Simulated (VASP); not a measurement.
Level of theory: r2SCAN+rVV10, VASP's PBE PAW potentials (set 64) (plane waves; VASP).

The input files of a VASP run:

**KPOINTS**
```
Automatic
0
Gamma
7 7 5
```

**POSCAR**
```
Se
1
    2.1471199771    -3.7189208768     0.0000000000
    2.1471199771     3.7189208768     0.0000000000
    0.0000000000     0.0000000000     5.0409626833
Se
3
Direct
  0.0000000000   0.2287871050   0.6666670000
  0.7712128950   0.7712128950   0.0000000000
  0.2287871050   0.0000000000   0.3333330000
```

KPOINTS_OPT:
```
k-points along high-symmetry lines
6
Line-mode
Reciprocal
  0.000000   0.000000   0.000000 ! GAMMA
  0.500000   0.000000   0.000000 ! M

  0.500000   0.000000   0.000000 ! M
  0.333333   0.333333   0.000000 ! K

  0.333333   0.333333   0.000000 ! K
  0.000000   0.000000   0.000000 ! GAMMA

  0.000000   0.000000   0.000000 ! GAMMA
  0.000000   0.000000   0.500000 ! A

  0.000000   0.000000   0.500000 ! A
  0.500000   0.000000   0.500000 ! L

  0.500000   0.000000   0.500000 ! L
  0.333333   0.333333   0.500000 ! H

  0.333333   0.333333   0.500000 ! H
  0.000000   0.000000   0.500000 ! A

  0.500000   0.000000   0.500000 ! L
  0.500000   0.000000   0.000000 ! M

  0.333333   0.333333   0.500000 ! H
  0.333333   0.333333   0.000000 ! K
```

INCAR:
```
SYSTEM = Se
PREC = Accurate; ENCUT = 520; LREAL = .FALSE.
LASPH = .TRUE.
EDIFF = 1E-7; NELM = 100; ALGO = Normal
LMAXMIX = 4; LMIXTAU = .TRUE.
ISMEAR = -5
METAGGA = R2SCAN; LUSE_VDW = .TRUE.; BPARAM = 11.95
CPARAM = 0.0093
ISIF = 2
LWAVE = .FALSE.; LCHARG = .FALSE.; LORBIT = 11
NEDOS = 601
LEFG = .TRUE.
```

POTCAR, in this order: Se (PBE.64 set). Program: vasp_std.

What VASP printed:

**OUTCAR**
```
 ion  position               nearest neighbor table
   1  0.000  0.229  0.667-   2 2.39   3 2.39
   2  0.771  0.771  0.000-   1 2.39   3 2.39
   3  0.229  0.000  0.333-   2 2.39   1 2.39
  LATTYP: Found a hexagonal cell.
 ALAT       =     4.2942399425
 C/A-ratio  =     1.1738893846
 Subroutine PRICEL returns:
 Original cell was already a primitive cell.
 Subroutine GETGRP returns: Found  6 space group operations
The static configuration has the point symmetry C_2 .
 The point group associated with its full space group is D_3 .
The dynamic configuration has the point symmetry C_2 .
 Subroutine INISYM returns: Found  6 space group operations
 Subroutine IBZKPT returns following result:
 Found     32 irreducible k-points:

 Following reciprocal coordinates:
            Coordinates               Weight
  0.000000  0.000000  0.000000      1.000000
  0.142857  0.000000  0.000000      6.000000
  0.285714 -0.000000  0.000000      6.000000
  0.428571  0.000000  0.000000      6.000000
  0.142857  0.142857  0.000000      6.000000
  0.285714  0.142857  0.000000     12.000000
  0.428571  0.142857  0.000000      6.000000
  0.285714  0.285714  0.000000      6.000000
  0.000000  0.000000  0.200000      2.000000
  0.142857  0.000000  0.200000      6.000000
  0.000000  0.142857  0.200000      6.000000
  0.285714 -0.000000  0.200000      6.000000
 -0.000000  0.285714  0.200000      6.000000
  0.428571  0.000000  0.200000      6.000000
  0.000000  0.428571  0.200000      6.000000
  0.142857  0.142857  0.200000     12.000000
  0.285714  0.142857  0.200000     12.000000
 -0.142857  0.428571  0.200000     12.000000
  0.428571  0.142857  0.200000     12.000000
  0.285714  0.285714  0.200000     12.000000
  0.000000  0.000000  0.400000      2.000000
...
```

### OSZICAR
```
       N       E                     dE             d eps       ncg     rms          rms(c)
DAV:   1     0.561526793586E+02    0.56153E+02   -0.75598E+03   832   0.118E+03
DAV:   2    -0.394162098344E+02   -0.95569E+02   -0.91652E+02  1123   0.179E+02
DAV:   3    -0.460312456100E+02   -0.66150E+01   -0.65740E+01   987   0.552E+01
DAV:   4    -0.460941574958E+02   -0.62912E-01   -0.62846E-01   982   0.625E+00
DAV:   5    -0.460946687649E+02   -0.51127E-03   -0.51125E-03  1027   0.553E-01    0.707E+00
DAV:   6    -0.433277645333E+02    0.27669E+01   -0.35017E-01   842   0.586E+00    0.498E+00
DAV:   7    -0.408793102500E+02    0.24485E+01   -0.15003E+00   847   0.828E+00    0.200E+00
DAV:   8    -0.421244501825E+02   -0.12451E+01   -0.35571E-01   842   0.511E+00    0.630E-01
DAV:   9    -0.423241418567E+02   -0.19969E+00   -0.19714E-01   832   0.375E+00    0.341E-01
DAV:  10    -0.424761647070E+02   -0.15202E+00   -0.10824E-01   832   0.329E+00    0.116E-01
DAV:  11    -0.424791632808E+02   -0.29986E-02   -0.19646E-03  1022   0.491E-01    0.799E-02
DAV:  12    -0.424806589234E+02   -0.14956E-02   -0.89978E-04   852   0.310E-01    0.281E-02
DAV:  13    -0.424809027717E+02   -0.24385E-03   -0.75427E-04   842   0.353E-01    0.169E-02
DAV:  14    -0.424810089015E+02   -0.10613E-03   -0.28355E-05   997   0.607E-02    0.135E-02
DAV:  15    -0.424810579099E+02   -0.49008E-04   -0.11369E-05   932   0.315E-02    0.948E-03
DAV:  16    -0.424811411226E+02   -0.83213E-04   -0.66251E-05   842   0.984E-02    0.186E-03
DAV:  17    -0.424811468537E+02   -0.57311E-05   -0.25742E-06   892   0.158E-02    0.163E-03
DAV:  18    -0.424811451280E+02    0.17257E-05   -0.13316E-07   741   0.468E-03    0.137E-03
DAV:  19    -0.424811463154E+02   -0.11874E-05   -0.43104E-07   867   0.579E-03    0.500E-04
DAV:  20    -0.424811454973E+02    0.81805E-06   -0.13332E-07   596   0.424E-03    0.310E-04
DAV:  21    -0.424811458768E+02   -0.37943E-06   -0.12387E-08   456   0.102E-03    0.572E-05
DAV:  22    -0.424811458041E+02    0.72709E-07   -0.28728E-09   451   0.689E-04
   1 F= -.42481146E+02 E0= -.42481146E+02  d E =0.000000E+00
       N       E                     dE             ncg
       N       E                     dE             ncg
```

OUTCAR:
```
------------------------ aborting loop because EDIFF is reached ----------------------------------------
  FORCE on cell =-STRESS in cart. coord.  units (eV):
  Direction    XX          YY          ZZ          XY          YZ          ZX
  --------------------------------------------------------------------------------------
  Total        0.0131915      0.0131915     -0.0095049      0.0000000      0.0000000      0.0000000
  in kB        0.2625348      0.2625348     -0.1891647      0.0000000      0.0000000      0.0000000
  external PRESSURE =       0.1119683 kB  Pullay stress =       0.0000000 kB
  volume of cell :       80.50
      direct lattice vectors                 reciprocal lattice vectors
     2.147119977 -3.718920877  0.000000000     0.232870080 -0.134447604  0.000000000
     2.147119977  3.718920877  0.000000000     0.232870080  0.134447604  0.000000000
     0.000000000  0.000000000  5.040962683     0.000000000  0.000000000  0.198374807
 POSITION                                       TOTAL-FORCE (eV/Angst)
 -----------------------------------------------------------------------------------
      0.49123      0.85084      3.36064        -0.005631     -0.009753     -0.000000
      3.31177      0.00000      0.00000         0.011261      0.000000     -0.000000
      0.49123     -0.85084      1.68032        -0.005631      0.009753      0.000000
 -----------------------------------------------------------------------------------
    total drift:                               -0.000215     -0.000437      0.000008
  FREE ENERGIE OF THE ION-ELECTRON SYSTEM (eV)
  ---------------------------------------------------
  free  energy   TOTEN  =       -42.4811458041 eV

  energy  without entropy=      -42.4811458041  energy(sigma->0) =      -42.48114580

 total charge

# of ion       s       p       d       tot
------------------------------------------
    1        1.514   2.196   0.057   3.767
    2        1.514   2.196   0.057   3.767
    3        1.514   2.196   0.057   3.767
--------------------------------------------------
tot          4.542   6.588   0.171  11.301

 Electric field gradients after diagonalization (V/A^2)
 (convention: |V_zz| > |V_xx| > |V_yy|)
----------------------------------------------------------------------
 ion       V_xx      V_yy      V_zz     asymmetry (V_yy - V_xx)/ V_zz
----------------------------------------------------------------------
   1     350.881   170.250  -521.131       0.347
   2     350.881   170.249  -521.131       0.347
   3     350.881   170.250  -521.131       0.347
```
(Selected blocks of OUTCAR.)

The compound is Se in the trig structure. It was relaxed first.
